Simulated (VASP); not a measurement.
EuMo:

```xyz
2
Lattice="3.5314 0.0000 0.0000 0.0000 3.5314 0.0000 0.0000 0.0000 3.5314" Properties=species:S:1:pos:R:3 pbc="T T T"
Eu    1.7657    1.7657    1.7657
Mo    0.0000    0.0000    0.0000
```

The cell was built by a generator and needn't be a form met in nature.

```yaml
Program: VASP 6.6.1
Task: relaxation of cell and atoms
Functional: PBEsol
Potentials_or_basis: VASP PAW PBE potentials, release 64 (Eu, Mo_sv)
Cutoff: 600 eV
k_mesh: 6 × 6 × 6
Occupations: fermi-dirac, width 0.05 eV
Spin: collinear spin, ferromagnetic start
Starting_moments: "[7.0, 1.0] μB"
```

At the start: pressure -5.5 GPa; volume 22.02 Å³/atom.

Problem. How do energy, volume and symmetry change on relaxing?

Solution. Over 3 steps the energy falls by 32.2 meV/atom and the volume is 20.30 Å³/atom (-7.8 %); space group Pm-3m (No. 221, to 0.05 Å); moment 5.90 μB per cell.

Step by step:
```tsv
step	energy change (eV)	largest force (eV/Å)	pressure (GPa)	volume (Å³)
1	0.0000	0.0000	-5.46	44.04
2	-0.0546	0.0000	2.76	39.43
3	-0.0645	0.0000	0.03	40.61
```

Final structure:
```
Eu Mo
1.0
     3.43715    0.00000    0.00000
     0.00000    3.43715    0.00000
     0.00000    0.00000    3.43715
Eu Mo
1 1
Direct
  0.50000 0.50000 0.50000
  0.00000 0.00000 0.00000
```

Caveat: the PAW data sets were made with another functional, which shifts forces and pressure a little; without U or exact exchange the open f shell lies at the Fermi level, which spoils levels, moments and volumes.
